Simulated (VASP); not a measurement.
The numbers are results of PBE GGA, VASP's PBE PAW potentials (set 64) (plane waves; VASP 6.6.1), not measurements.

VASP input:

### POSCAR
```
EuN
1.0
  3.6464970000   0.0000000000   0.0000000000
 -1.8232490000   3.1579590000   0.0000000000
  0.0000000000   0.0000000000  14.0000000000
Eu N
1 1
Cart
  1.8232501566   1.0526519473   7.0000000000
 -0.0000021566   2.1053070527   7.0000000000
```

KPOINTS:
```
Automatic mesh
0
Gamma
1 1 1
0 0 0
```

### INCAR
```
SYSTEM = EuN
PREC = Accurate; ENCUT = 400; LREAL = .FALSE.
LASPH = .TRUE.
EDIFF = 1E-6; NELM = 100; ALGO = Normal
LMAXMIX = 6
ISMEAR = -1; SIGMA = 0.1
GGA = PE
MAGMOM = 7.0 0.0
ISPIN = 2
ISIF = 2
LWAVE = .FALSE.; LCHARG = .FALSE.; LORBIT = 11
```

POTCAR, in this order: Eu N (PBE.64 set). Program: vasp_std.

The resulting files:

**OSZICAR**
```
...
DAV:  12    -0.233305343839E+02    0.34817E-01   -0.72907E+00   112   0.390E+01    0.386E+01
DAV:  13    -0.233250558447E+02    0.54785E-02   -0.48831E-01   120   0.630E+00    0.375E+01
DAV:  14    -0.231004641905E+02    0.22459E+00   -0.11789E+00   109   0.170E+01    0.300E+01
DAV:  15    -0.236202411309E+02   -0.51978E+00   -0.21223E+00    90   0.225E+01    0.362E+01
DAV:  16    -0.236037532076E+02    0.16488E-01   -0.42267E-02   136   0.130E+00    0.350E+01
DAV:  17    -0.235707058747E+02    0.33047E-01   -0.16754E-02   120   0.138E+00    0.343E+01
DAV:  18    -0.235430156543E+02    0.27690E-01   -0.14011E+00   101   0.104E+01    0.371E+01
DAV:  19    -0.221001005582E+02    0.14429E+01   -0.12907E+01    92   0.346E+01    0.368E+01
DAV:  20    -0.228513226690E+02   -0.75122E+00   -0.39574E-01   100   0.647E+00    0.361E+01
DAV:  21    -0.232245673539E+02   -0.37324E+00   -0.30944E-01   111   0.845E+00    0.384E+01
DAV:  22    -0.231977980827E+02    0.26769E-01   -0.32313E-02    90   0.724E-01    0.386E+01
DAV:  23    -0.229596651308E+02    0.23813E+00   -0.36373E-01    98   0.293E+00    0.405E+01
DAV:  24    -0.226093050704E+02    0.35036E+00   -0.75933E-02   117   0.211E+00    0.452E+01
DAV:  25    -0.226387614899E+02   -0.29456E-01   -0.12966E-02    98   0.129E+00    0.485E+01
DAV:  26    -0.228392294312E+02   -0.20047E+00   -0.73605E-02    98   0.403E+00    0.577E+01
DAV:  27    -0.227763682493E+02    0.62861E-01   -0.56760E-02   109   0.564E+00    0.451E+01
DAV:  28    -0.225517974362E+02    0.22457E+00   -0.16707E-01    90   0.349E+00    0.403E+01
DAV:  29    -0.226576541451E+02   -0.10586E+00   -0.14939E-01   106   0.384E+00    0.373E+01
DAV:  30    -0.226456602480E+02    0.11994E-01   -0.13357E-01    98   0.291E+00    0.486E+01
DAV:  31    -0.225644407773E+02    0.81219E-01   -0.24197E-02   100   0.128E+00    0.497E+01
DAV:  32    -0.216289596647E+02    0.93548E+00   -0.21564E-01    98   0.584E+00    0.540E+01
DAV:  33    -0.208473678140E+02    0.78159E+00   -0.25138E-01   103   0.837E+00    0.489E+01
DAV:  34    -0.206821803137E+02    0.16519E+00   -0.50012E-02    98   0.262E+00    0.538E+01
DAV:  35    -0.212907410597E+02   -0.60856E+00   -0.44402E-02   112   0.323E+00    0.531E+01
DAV:  36    -0.214386005304E+02   -0.14786E+00   -0.21157E-02   117   0.178E+00    0.517E+01
DAV:  37    -0.215898864442E+02   -0.15129E+00   -0.72616E-03    82   0.182E+00    0.490E+01
DAV:  38    -0.217873073474E+02   -0.19742E+00   -0.16890E-02   116   0.232E+00    0.451E+01
DAV:  39    -0.217722923079E+02    0.15015E-01   -0.47226E-03    84   0.653E-01    0.436E+01
DAV:  40    -0.217215922527E+02    0.50700E-01   -0.42098E-03   111   0.112E+00    0.409E+01
DAV:  41    -0.216737649526E+02    0.47827E-01   -0.11726E-02    98   0.143E+00    0.374E+01
DAV:  42    -0.215989108560E+02    0.74854E-01   -0.30473E-02    98   0.189E+00    0.345E+01
DAV:  43    -0.216194722032E+02   -0.20561E-01   -0.29456E-03   122   0.604E-01    0.342E+01
DAV:  44    -0.215524942155E+02    0.66978E-01   -0.41032E-03   100   0.525E-01    0.329E+01
DAV:  45    -0.213921935465E+02    0.16030E+00   -0.13557E-02    92   0.121E+00    0.318E+01
DAV:  46    -0.213899960484E+02    0.21975E-02   -0.12179E-03   108   0.203E-01    0.320E+01
DAV:  47    -0.213917959161E+02   -0.17999E-02   -0.11256E-04   144   0.673E-02    0.319E+01
DAV:  48    -0.213926044740E+02   -0.80856E-03   -0.77258E-06   101   0.210E-02    0.319E+01
DAV:  49    -0.213766468527E+02    0.15958E-01   -0.30096E-04    95   0.154E-01    0.319E+01
DAV:  50    -0.215027347264E+02   -0.12609E+00   -0.16099E-02    87   0.103E+00    0.315E+01
DAV:  51    -0.214980212964E+02    0.47134E-02   -0.24220E-01    82   0.487E+00    0.660E+01
DAV:  52    -0.214582093398E+02    0.39812E-01   -0.25140E-02   101   0.173E+00    0.645E+01
DAV:  53    -0.213804652995E+02    0.77744E-01   -0.86494E-03   103   0.595E-01    0.641E+01
DAV:  54    -0.213863344574E+02   -0.58692E-02   -0.90033E-04   117   0.272E-01    0.643E+01
DAV:  55    -0.214471142040E+02   -0.60780E-01   -0.37368E-03   109   0.526E-01    0.633E+01
DAV:  56    -0.215946214097E+02   -0.14751E+00   -0.16824E-01   103   0.395E+00    0.526E+01
DAV:  57    -0.214593510852E+02    0.13527E+00   -0.16531E-02    98   0.159E+00    0.503E+01
DAV:  58    -0.210718043700E+02    0.38755E+00   -0.28467E-02   101   0.158E+00    0.460E+01
DAV:  59    -0.207039811108E+02    0.36782E+00   -0.33285E-02    90   0.186E+00    0.413E+01
DAV:  60    -0.205102852070E+02    0.19370E+00   -0.31873E-02   100   0.204E+00    0.366E+01
DAV:  61    -0.206891848575E+02   -0.17890E+00   -0.61038E-02   106   0.198E+00    0.533E+01
DAV:  62    -0.206638428027E+02    0.25342E-01   -0.45241E-03    92   0.144E+00    0.514E+01
DAV:  63    -0.210393690595E+02   -0.37553E+00   -0.52590E-02    98   0.226E+00    0.461E+01
DAV:  64    -0.213249308126E+02   -0.28556E+00   -0.21045E-02    87   0.190E+00    0.375E+01
DAV:  65    -0.217375049328E+02   -0.41257E+00   -0.47389E-02    95   0.184E+00    0.288E+01
DAV:  66    -0.230669019329E+02   -0.13294E+01   -0.13007E+00    87   0.570E+00    0.814E+00
DAV:  67    -0.231308835621E+02   -0.63982E-01   -0.13574E-01   114   0.201E+00    0.660E+00
DAV:  68    -0.232279884849E+02   -0.97105E-01   -0.10485E-01    90   0.129E+00    0.763E+00
DAV:  69    -0.233317950376E+02   -0.10381E+00   -0.24185E-01   114   0.121E+00    0.814E+00
DAV:  70    -0.233147487681E+02    0.17046E-01   -0.71373E-02    87   0.722E-01    0.815E+00
DAV:  71    -0.230760868032E+02    0.23866E+00   -0.82722E-01    87   0.369E+00    0.606E+00
DAV:  72    -0.229907766521E+02    0.85310E-01   -0.10819E-01    92   0.136E+00    0.658E+00
DAV:  73    -0.228423988070E+02    0.14838E+00   -0.12267E-01    87   0.177E+00    0.667E+00
DAV:  74    -0.227261972741E+02    0.11620E+00   -0.87592E-02   109   0.166E+00    0.652E+00
DAV:  75    -0.226480141068E+02    0.78183E-01   -0.27597E-02   112   0.854E-01    0.800E+00
DAV:  76    -0.224819006052E+02    0.16611E+00   -0.84458E-02    90   0.245E+00    0.770E+00
DAV:  77    -0.228725881638E+02   -0.39069E+00   -0.24936E-01    82   0.300E+00    0.756E+00
DAV:  78    -0.233436809283E+02   -0.47109E+00   -0.94307E-01   109   0.447E+00    0.982E+00
DAV:  79    -0.234201415283E+02   -0.76461E-01   -0.14825E-01    90   0.120E+00    0.103E+01
DAV:  80    -0.234126081135E+02    0.75334E-02   -0.94832E-03   106   0.426E-01    0.964E+00
DAV:  81    -0.234059697944E+02    0.66383E-02   -0.23698E-03   103   0.427E-01    0.929E+00
DAV:  82    -0.234058932679E+02    0.76527E-04   -0.45224E-04    82   0.302E-01    0.921E+00
DAV:  83    -0.234085088447E+02   -0.26156E-02   -0.29344E-03    98   0.412E-01    0.902E+00
DAV:  84    -0.234070333831E+02    0.14755E-02   -0.27978E-04   109   0.107E-01    0.905E+00
DAV:  85    -0.234391003250E+02   -0.32067E-01   -0.20737E-02    95   0.727E-01    0.915E+00
DAV:  86    -0.234488322132E+02   -0.97319E-02   -0.11563E-02    79   0.544E-01    0.856E+00
DAV:  87    -0.234508500377E+02   -0.20178E-02   -0.87919E-03    84   0.608E-01    0.818E+00
DAV:  88    -0.234388099947E+02    0.12040E-01   -0.23076E-02    84   0.574E-01    0.853E+00
DAV:  89    -0.233938317507E+02    0.44978E-01   -0.63451E-02    82   0.671E-01    0.843E+00
DAV:  90    -0.233845405207E+02    0.92912E-02   -0.90495E-03    79   0.368E-01    0.846E+00
DAV:  91    -0.233421067608E+02    0.42434E-01   -0.25306E-01    79   0.265E+00    0.106E+01
DAV:  92    -0.230878077217E+02    0.25430E+00   -0.10274E+00    87   0.416E+00    0.669E+00
DAV:  93    -0.229577095565E+02    0.13010E+00   -0.16382E-01   103   0.201E+00    0.544E+00
DAV:  94    -0.227865710738E+02    0.17114E+00   -0.74628E-02    87   0.154E+00    0.462E+00
DAV:  95    -0.227273262741E+02    0.59245E-01   -0.15158E-02   138   0.648E-01    0.567E+00
DAV:  96    -0.226305465609E+02    0.96780E-01   -0.12095E-02    76   0.724E-01    0.591E+00
DAV:  97    -0.227974939194E+02   -0.16695E+00   -0.27421E-02    84   0.124E+00    0.605E+00
DAV:  98    -0.229864292190E+02   -0.18894E+00   -0.57142E-02    95   0.159E+00    0.672E+00
DAV:  99    -0.230335619575E+02   -0.47133E-01   -0.20157E-02    84   0.962E-01    0.716E+00
DAV: 100    -0.229288196609E+02    0.10474E+00   -0.14743E-02    95   0.535E-01
   1 F= -.22928820E+02 E0= -.22838653E+02  d E =-.180334E+00  mag=     5.8173
```

**OUTCAR**
```
------------------------ aborting loop EDIFF was not reached (unconverged)  ----------------------------
  FORCE on cell =-STRESS in cart. coord.  units (eV):
  Direction    XX          YY          ZZ          XY          YZ          ZX
  --------------------------------------------------------------------------------------
  Total      -12.9330031    -12.9330028    -17.5314760      0.0000020      0.0000000      0.0000000
  in kB     -128.5285423   -128.5285393   -174.2282928      0.0000203      0.0000000      0.0000000
  external PRESSURE =    -143.7617915 kB  Pullay stress =       0.0000000 kB
  volume of cell :      161.22
      direct lattice vectors                 reciprocal lattice vectors
     3.646497000  0.000000000  0.000000000     0.274235794  0.158330155  0.000000000
    -1.823249000  3.157959000  0.000000000     0.000000000  0.316660223  0.000000000
     0.000000000  0.000000000 14.000000000     0.000000000  0.000000000  0.071428571
 POSITION                                       TOTAL-FORCE (eV/Angst)
 -----------------------------------------------------------------------------------
      1.82325      1.05265      7.00000        -0.000000     -0.000000      0.000000
     -0.00000      2.10531      7.00000         0.000000      0.000000      0.000000
 -----------------------------------------------------------------------------------
    total drift:                               -0.002350      0.001362      0.000000
  FREE ENERGIE OF THE ION-ELECTRON SYSTEM (eV)
  ---------------------------------------------------
  free  energy   TOTEN  =       -22.9288196609 eV

  energy  without entropy=      -22.7484861349  energy(sigma->0) =      -22.83865290

 total charge

# of ion       s       p       d       f       tot
--------------------------------------------------
    1        2.042   5.695   1.098   6.035  14.870
    2        1.263   2.393   0.000   0.000   3.656
--------------------------------------------------
tot          3.305   8.087   1.098   6.035  18.525

 magnetization (x)

# of ion       s       p       d       f       tot
--------------------------------------------------
    1       -0.010  -0.124   0.089   5.873   5.829
    2       -0.014  -0.116   0.000   0.000  -0.130
--------------------------------------------------
tot         -0.023  -0.240   0.089   5.873   5.699
```
(Selected blocks of OUTCAR.)

File stdout:
```
...
DAV:  81    -0.234059697944E+02    0.66383E-02   -0.23698E-03   103   0.427E-01    0.929E+00
DAV:  82    -0.234058932679E+02    0.76527E-04   -0.45224E-04    82   0.302E-01    0.921E+00
DAV:  83    -0.234085088447E+02   -0.26156E-02   -0.29344E-03    98   0.412E-01    0.902E+00
DAV:  84    -0.234070333831E+02    0.14755E-02   -0.27978E-04   109   0.107E-01    0.905E+00
DAV:  85    -0.234391003250E+02   -0.32067E-01   -0.20737E-02    95   0.727E-01    0.915E+00
DAV:  86    -0.234488322132E+02   -0.97319E-02   -0.11563E-02    79   0.544E-01    0.856E+00
DAV:  87    -0.234508500377E+02   -0.20178E-02   -0.87919E-03    84   0.608E-01    0.818E+00
DAV:  88    -0.234388099947E+02    0.12040E-01   -0.23076E-02    84   0.574E-01    0.853E+00
DAV:  89    -0.233938317507E+02    0.44978E-01   -0.63451E-02    82   0.671E-01    0.843E+00
DAV:  90    -0.233845405207E+02    0.92912E-02   -0.90495E-03    79   0.368E-01    0.846E+00
DAV:  91    -0.233421067608E+02    0.42434E-01   -0.25306E-01    79   0.265E+00    0.106E+01
DAV:  92    -0.230878077217E+02    0.25430E+00   -0.10274E+00    87   0.416E+00    0.669E+00
DAV:  93    -0.229577095565E+02    0.13010E+00   -0.16382E-01   103   0.201E+00    0.544E+00
DAV:  94    -0.227865710738E+02    0.17114E+00   -0.74628E-02    87   0.154E+00    0.462E+00
DAV:  95    -0.227273262741E+02    0.59245E-01   -0.15158E-02   138   0.648E-01    0.567E+00
DAV:  96    -0.226305465609E+02    0.96780E-01   -0.12095E-02    76   0.724E-01    0.591E+00
DAV:  97    -0.227974939194E+02   -0.16695E+00   -0.27421E-02    84   0.124E+00    0.605E+00
DAV:  98    -0.229864292190E+02   -0.18894E+00   -0.57142E-02    95   0.159E+00    0.672E+00
DAV:  99    -0.230335619575E+02   -0.47133E-01   -0.20157E-02    84   0.962E-01    0.716E+00
DAV: 100    -0.229288196609E+02    0.10474E+00   -0.14743E-02    95   0.535E-01

 -----------------------------------------------------------------------------
|                                                                             |
|           W    W    AA    RRRRR   N    N  II  N    N   GGGG   !!!           |
|           W    W   A  A   R    R  NN   N  II  NN   N  G    G  !!!           |
|           W    W  A    A  R    R  N N  N  II  N N  N  G       !!!           |
|           W WW W  AAAAAA  RRRRR   N  N N  II  N  N N  G  GGG   !            |
|           WW  WW  A    A  R   R   N   NN  II  N   NN  G    G                |
|           W    W  A    A  R    R  N    N  II  N    N   GGGG   !!!           |
|                                                                             |
|     The electronic self-consistency was not achieved in the given           |
|     number of steps (NELM). The forces and other quantities evaluated       |
|     might not be reliable so examine the results carefully. If you find     |
|     spurious results, we suggest increasing NELM, if you were close to      |
|     convergence or switching to a different ALGO or adjusting the           |
|     density mixing parameters otherwise.                                    |
|                                                                             |
 -----------------------------------------------------------------------------

   1 F= -.22928820E+02 E0= -.22838653E+02  d E =-.180334E+00  mag=     5.8173
```

Convergence was not reached.

At this cut-off the stress carries a Pulay error, which pulls relaxed volumes low. The cell holds a wide vacuum, so values per volume refer to the whole cell. The moments were started parallel, and other spin orders were not tried in this run.

The cell is a sheet with vacuum, built from a generated structure.
